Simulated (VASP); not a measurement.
Method: PBEsol GGA, VASP's PBE PAW potentials (set 64) (plane waves; VASP 6.6.1).

VASP ran on this input.

### INCAR
```
! general
SYSTEM  = Ni3Fe(111) slab
PREC    = Normal
ENCUT   = 400
LREAL   = Auto
LASPH   = .TRUE.

! electronic loop
EDIFF   = 1E-6
NELM    = 100
NELMIN  = 4
ALGO    = Normal
LMAXMIX = 4

! smearing
ISMEAR  = 1
SIGMA   = 0.1

! functional
GGA     = PS

! spin
ISPIN   = 2
MAGMOM  = 5*3.0 15*0.7

! output
LWAVE   = .FALSE.
LCHARG  = .FALSE.
LORBIT  = 11
LVHAR   = .TRUE.

! other
LDIPOL  = .TRUE.
IDIPOL  = 3
DIPOL   = 0.5 0.5 0.5
```

KPOINTS:
```
Automatic mesh
0
Gamma
7 7 1
0 0 0
```

POSCAR:
```
Ni3Fe(111) slab
1
    4.9316896963     0.0000000000     0.0000000000
   -2.4658448481     4.2709683969     0.0000000000
    0.0000000000     0.0000000000    24.8015497202
Fe Ni
5 15
Direct
  0.3333330000   0.6666670000   0.3390509234
  0.6666670000   0.3333330000   0.4169532877
  0.0000000000   0.0000000000   0.5000000000
  0.3333330000   0.6666670000   0.5830467123
  0.6666670000   0.3333330000   0.6609490766
  0.8324084477   0.1675915523   0.3386711779
  0.8324084477   0.6648178955   0.3386711779
  0.3351821045   0.1675915523   0.3386711779
  0.1663251664   0.8336748336   0.4190905736
  0.1663251664   0.3326493328   0.4190905736
  0.6673506672   0.8336748336   0.4190905736
  0.5000000000   0.5000000000   0.5000000000
  0.5000000000   0.0000000000   0.5000000000
  0.0000000000   0.5000000000   0.5000000000
  0.8336748336   0.1663251664   0.5809094264
  0.8336748336   0.6673506672   0.5809094264
  0.3326493328   0.1663251664   0.5809094264
  0.1675915523   0.8324084477   0.6613288221
  0.1675915523   0.3351821045   0.6613288221
  0.6648178955   0.8324084477   0.6613288221
```

POTCAR, in this order: Fe Ni (PBE.64 set). Program: vasp_std. Read from the step before: WAVECAR.

Q: What will the output report for the number of irreducible k-points (NKPTS), largest plane-wave count, number of space-group operations, FFT grid (NGX, NGY, NGZ)?

A: 
The number of irreducible k-points (NKPTS) is 8 and the largest plane-wave count is 9534. The number of space-group operations is 12. The FFT grid (NGX, NGY, NGZ) is 24 × 24 × 126.

The cell is a thin slab with vacuum, built from Ni3Fe (L1_2): (111) face.
